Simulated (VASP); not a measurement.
Input:

```yaml
crystal:
  lattice:
    - [3.68909, 0.00000, 0.00000]
    - [0.00000, 3.68909, 0.00000]
    - [0.00000, 0.00000, 3.68909]
  atoms:
    - { symbol: Al, position: [0.00000, 0.00000, 0.00000] }
    - { symbol: N, position: [0.50000, 0.50000, 0.50000], spin: 0.1 }
    - { symbol: Co, position: [0.00000, 0.50000, 0.50000], spin: 0.8 }
    - { symbol: Co, position: [0.50000, 0.50000, 0.00000], spin: 0.8 }
    - { symbol: Co, position: [0.50000, 0.00000, 0.50000], spin: 0.8 }
```

Method: PBEsol GGA, VASP's PBE PAW potentials (set 64) (plane waves; VASP). Numerical set-up: 600 eV cut-off, 8×8×8 Γ-centred mesh, first-order Methfessel-Paxton smearing of 0.10 eV, potentials Al N Co.

The moments were started parallel, and other spin orders were not tried in this run.

Each row applies one change to this cell, which was relaxed at other settings and keeps the small stress of the first row; at a fixed cut-off the stress holds a Pulay part, so it need not integrate to ΔE exactly. Stress is in GPa, positive when the cell is compressed.

```tsv
change	ΔE (meV/atom)	σxx	σyy	σzz	largest shear component, with its sign (GPa)	largest force (eV/Å)	moment (μB)
none	0.0	-0.11	-0.11	-0.11	0.00	0.000	2.28
isotropic strain of -2.0 %	29.6	16.93	16.93	16.93	0.00	0.000	2.10
biaxial strain of -2.0 % in the xz plane	15.7	13.18	6.16	13.18	0.00	0.000	2.14
atom 3 (Co) moved by 0.025 Å along y	0.3	-0.09	-0.07	-0.09	0.00	0.136	2.28
biaxial strain of -0.5 % in the xz plane	0.9	2.88	1.32	2.88	0.00	0.000	2.23
isotropic strain of -1.0 %	7.1	7.74	7.74	7.74	0.00	0.000	2.17
biaxial strain of +2.0 % in the yz plane	13.4	-5.05	-10.40	-10.40	0.00	0.000	2.50
isotropic strain of -4.0 %	127.6	37.52	37.52	37.52	0.00	0.000	0.59
```

Failed runs are left out, and for metals the shear rows, which the mesh's noise covers.

The structure was generated: AlCo3N was put into the cubic-perovskite type (Pm-3m), which need not be its known phase.
